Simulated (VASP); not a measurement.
Wanted: the native input for a VASP 6.6.1 run.

```yaml
Task: single point
Functional: PBE
Potentials_or_basis: VASP PAW PBE potentials, release 64 (Ge_d, I)
Cutoff: 520 eV
k_mesh: 4 × 4 × 4
Occupations: gaussian, width 0.1 eV
Spin: no spin polarisation
Dipole_correction: no
Further_INCAR_settings: ALGO = Fast; EDIFF = 1e-06; NBANDS = 62
```

The structure of Ge7I lies in POSCAR:

```
Ge7I
1.0
    0.0000000000      4.4763541900      4.4763541900
    4.4763541900      0.0000000000      4.4763541900
    4.4763541900      4.4763541900      0.0000000000
Ge I
7 1
Direct
    0.5000000000      0.0000000000      0.0000000000
    0.0000000000      0.5000000000      0.5000000000
    0.0000000000      0.5000000000      0.0000000000
    0.5000000000      0.0000000000      0.5000000000
    0.0000000000      0.0000000000      0.5000000000
    0.5000000000      0.5000000000      0.0000000000
    0.5000000000      0.5000000000      0.5000000000
    0.0000000000      0.0000000000      0.0000000000
```

The cell was built by a generator and needn't be a form met in nature.

The cell isn't the ideal one: random cell by space group and Wyckoff sites (Fm-3m, No. 225).

The input as run:

INCAR

```
SYSTEM = Ge7I
  PREC = Accurate
  ENCUT = 520
  EDIFF = 1E-6
  ISMEAR = 0
  SIGMA = 0.1
  LREAL = .FALSE.
  LASPH = .TRUE.
  NELM = 100
  ALGO = Fast
  ISIF = 2
  LWAVE = .FALSE.
  LCHARG = .FALSE.
  GGA = PE
  NBANDS = 62
```

KPOINTS

```
Automatic mesh
0
G
  4 4 4
  0 0 0
```

Potentials or basis: VASP PAW PBE potentials, release 64 (Ge_d, I).

Run with:

```sh
$ cat potpaw_PBE.64/Ge_d/POTCAR potpaw_PBE.64/I/POTCAR > POTCAR
$ mpirun -np 1 vasp_std > vasp.out
```

It gave:

| Item | Value |
| --- | --- |
| Pressure | -1.4 GPa |
| Band gap on the k mesh | none (metal or under the smearing width) |

Caveat: an odd number of electrons without spin polarisation forces a metal; a magnetic or distorted state may lie lower.

Wall time 2 min on 1 thread of Intel(R) Xeon(R) Platinum 8375C CPU @ 2.90GHz (Ice Lake), with other jobs on the host, peak memory 0.35 GiB.
